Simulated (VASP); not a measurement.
# AlCl3 in VASP: notebook, part 2 of 2

VASP 6.6.1. Earlier steps stand in the parts before.

### 5 Single point, RPBE+D3(BJ)

File INCAR:

```
SYSTEM = AlCl3
ALGO = Normal
EDIFF = 1E-7
ENCUT = 400
GGA = RP
ISIF = 2
ISMEAR = 0
ISYM = 0
IVDW = 12
LASPH = .True.
LCHARG = .False.
LREAL = .False.
LWAVE = .False.
NELM = 80
PREC = Accurate
SIGMA = 0.01
```

File KPOINTS:

```
k-points
0
Gamma
  1 1 1
  0 0 0
```

File POSCAR:

```
AlCl3                                   
1.0
   13.5921454378      0.0000000000      0.0000000000
    0.0000000000     14.0921454378      0.0000000000
    0.0000000000      0.0000000000     14.5921454378
  Al              Cl            
     1     3
Selective dynamics
Direct
     0.5000029314999992    0.5035457477000023    0.5000010721999999   F   F   F
     0.4080727620527164    0.4297997162867225    0.5886259253939130   T   T   T
     0.5326470049232225    0.4477801712194430    0.3718058070413210   T   T   T
     0.5592762996596191    0.6330650595797384    0.5395678843509024   T   T   T
```

Potentials or basis: VASP PAW PBE potentials, release 64 (Al, Cl).

Launch:

```bash
> cat potpaw_PBE.64/Al/POTCAR potpaw_PBE.64/Cl/POTCAR > POTCAR
> mpirun -np 1 vasp_gam > vasp.out
```

OUTCAR:

```text
SYSTEM = AlCl3
   EDIFF = 1E-7
   ENCUT = 400
   GGA = RP
   ISIF = 2
   ISMEAR = 0
   ISYM = 0
   IVDW = 12
   LASPH = .True.
   LREAL = .False.
   NELM = 80
   PREC = Accurate
 IVDW          = 12

 ion  position               nearest neighbor table
   1  0.500  0.504  0.500-   3 2.08   2 2.08   4 2.08
   2  0.408  0.430  0.589-   1 2.08
   3  0.533  0.448  0.372-   1 2.08
   4  0.559  0.633  0.540-   1 2.08

IMPORTANT INFORMATION: All symmetrisations will be switched off!
NOSYMM: (Re-)initialisation of all symmetry stuff for point group C_1.

----------------------------------------------------------------------------------------

                                     Primitive cell

  volume of cell :    2795.0159

  direct lattice vectors                    reciprocal lattice vectors
    13.592145438  0.000000000  0.000000000     0.073571903  0.000000000  0.000000000
     0.000000000 14.092145438  0.000000000     0.000000000  0.070961516  0.000000000
     0.000000000  0.000000000 14.592145438     0.000000000  0.000000000  0.068530019

  length of vectors
    13.592145438 14.092145438 14.592145438     0.073571903  0.070961516  0.068530019

  position of ions in fractional coordinates (direct lattice)
     0.500002931  0.503545748  0.500001072
     0.408072762  0.429799716  0.588625925
     0.532647005  0.447780171  0.371805807
     0.559276300  0.633065060  0.539567884

  ion indices of the primitive-cell ions
   primitive index   ion index
                 1           1
                 2           2
                 3           3
                 4           4

----------------------------------------------------------------------------------------

 KPOINTS: k-points

[... 58 lines left out ...]
   ISMEAR =     0;   SIGMA  =   0.01  broadening in eV -4-tet -1-fermi 0-gaus
   EFERMI_NEDOS =   21; number of points for ismear=-14 and -15
   IALGO  =     38    algorithm
   IMIX   =      4    mixing-type and parameters
     AMIX     =   0.40;   BMIX     =  1.00
     AMIX_MAG =   1.60;   BMIX_MAG =  1.00
  volume/ion in A,a.u.               =     698.75      4715.42
  Fermi-wavevector in a.u.,A,eV,Ry     =   0.335236  0.633504  1.529065  0.112383
  Thomas-Fermi vector in A             =   1.234608
   LORBIT       =      0    0 simple, 1 ext, 2 COOP (PROOUT), +10 PAW based schemes
   GGA     = RP    functional components
   LHFCALC =     F    Hartree Fock is set to
   AEXX    =    0.0000 exact exchange contribution
   IVDW    =    12    specifies the selected vdW correction
   LEPSILON=     F    determine dielectric tensor
   LRPA    =     F    only Hartree local field effects (RPA)
 non-spin polarized calculation
 Gauss-broadening in eV      SIGMA  =   0.01
  energy-cutoff  :      400.00
  volume of cell :     2795.02
 maximum number of plane-waves:     25350
 NGX is ok and might be reduce to    90
   NGX = 45   NGY = 45   NGZ = 47

 number of electron      24.0000000 magnetization

 Free energy of the ion-electron system (eV)
  ---------------------------------------------------
  ext. energy  EPLUGINS =         0.00000000
  ---------------------------------------------------
  free energy    TOTEN  =       -14.18696523 eV

  energy without entropy =      -14.18696523  energy(sigma->0) =      -14.18696523

 E-fermi :  -7.6105     XC(G=0):  -0.6194

 val. band max:       -7.6723223339   @ k =   0.0000   0.0000   0.0000
 cond. band min:      -1.9561871907   @ k =   0.0000   0.0000   0.0000
 fundamental gap:      5.7161351432
 Fermi energy:        -7.6104829392

 k-point     1 :       0.0000    0.0000    0.0000
  band No.  band energies     occupation
      1     -20.7931      2.00000
      2     -20.3995      2.00000
      3     -20.3991      2.00000
      4     -11.2190      2.00000
      5      -9.5860      2.00000
      6      -9.5857      2.00000
[... 8 lines left out ...]
     15       0.0337      0.00000
     16       0.2794      0.00000

------------------------ aborting loop because EDIFF is reached ----------------------------------------

 Edisp (eV)   -1.00885

 E8    (eV) :    -0.6345

  FORCE on cell =-STRESS in cart. coord.  units (eV):
  Direction    XX          YY          ZZ          XY          YZ          ZX
  --------------------------------------------------------------------------------------
  -------------------------------------------------------------------------------------
  Total      -0.01056     0.02584     0.03323     0.03541     0.01688    -0.02899
  in kB      -0.00606     0.01481     0.01905     0.02030     0.00967    -0.01662
  external pressure =        0.01 kB  Pullay stress =        0.00 kB

 VOLUME and BASIS-vectors are now :
 -----------------------------------------------------------------------------
  energy-cutoff  :      400.00
  volume of cell :     2795.02
      direct lattice vectors                 reciprocal lattice vectors
    13.592145438  0.000000000  0.000000000     0.073571903  0.000000000  0.000000000
     0.000000000 14.092145438  0.000000000     0.000000000  0.070961516  0.000000000
     0.000000000  0.000000000 14.592145438     0.000000000  0.000000000  0.068530019

 POSITION                                       TOTAL-FORCE (eV/Angst)
 -----------------------------------------------------------------------------------
      6.79611      7.09604      7.29609         0.000104      0.000108     -0.000474
      5.54658      6.05680      8.58932        -0.020487     -0.016942      0.021316
      7.23982      6.31018      5.42544         0.007255     -0.012770     -0.030032
      7.60176      8.92124      7.87345         0.013128      0.029604      0.009190
 -----------------------------------------------------------------------------------
    total drift:                               -0.000075      0.000141      0.000152

  FREE ENERGIE OF THE ION-ELECTRON SYSTEM (eV)
  ---------------------------------------------------
  free  energy   TOTEN  =       -15.1958126539 eV

  energy  without entropy=      -15.1958126539  energy(sigma->0) =      -15.19581265
```

Wall time 2.4 min (1 thread of AMD EPYC 7R13 (Zen 3), shared host); peak memory 1.3 GiB.

Results:

* Free energy: -15.1958 eV
* Largest force: 0.034 eV/Å
* Gap between the frontier levels: 5.72 eV
* Dispersion energy per atom: -0.252 eV

Forces in eV/Å, atoms in the order of the input:
```
Al   0.000  0.000  0.000
Cl  -0.020 -0.017  0.021
Cl   0.007 -0.013 -0.030
Cl   0.013  0.030  0.009
```

Levels at points of the mesh, in eV from the valence-band top:
| k point | band 9 | band 10 | band 11 | band 12 | band 13 | band 14 | band 15 | band 16 |
| --- | --- | --- | --- | --- | --- | --- | --- | --- |
| (0.00, 0.00, 0.00) | -0.58 | -0.45 | -0.45 | 0.00 | 5.72 | 6.08 | 7.71 | 7.95 |

Caveat: the PAW data sets were made with another functional, which shifts forces and pressure a little. As with any semilocal functional, this RPBE gap is likely too small.

### 6 Summary

```csv
task,level,cell,atoms held fixed (from 0),gap on the mesh (eV),largest force (eV/Å)
relaxation of the atoms,PBE+D3(BJ),atoms relaxed,[0],5.65,-
single point,PBE,as given,-,5.65,0.05
single point,RPBE,as given,-,5.72,0.23
single point,RPBE+D3(BJ),as given,-,5.72,0.03
```

Alike in all rows: potentials or basis VASP PAW PBE potentials, release 64 (Al, Cl); no spin polarisation; k mesh 1 × 1 × 1; cutoff (eV) 400; smearing gaussian 0.01 eV.

On the cell as given the gap runs from 5.65 eV (PBE) to 5.72 eV (RPBE).

Caveats: the PAW data sets were made with another functional, which shifts forces and pressure a little (some runs).

Absolute energies hang on the potentials; compare differences alone.
